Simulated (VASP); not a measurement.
Input:

```xyz
2
Lattice="0.0000 1.7783 1.7783 1.7783 0.0000 1.7783 1.7783 1.7783 0.0000" Properties=species:S:1:pos:R:3 pbc="T T T"
C      1.7783     1.7783     1.7783
C      2.6675     2.6675     2.6675
```

Method: PBEsol GGA, VASP's PBE PAW potentials (set 64) (plane waves; VASP 6.6.1). Settings: 520 eV cut-off, 14×14×14 Γ-centred mesh, tetrahedra with Blöchl corrections, potentials C.

### Question
Predict the energy per atom (σ→0).

### Answer

energy per atom (σ→0): -9.625 eV/atom

The structure comes from a computed database's C entry (Fd-3m); how it stands against other phases isn't given here. It was relaxed first.
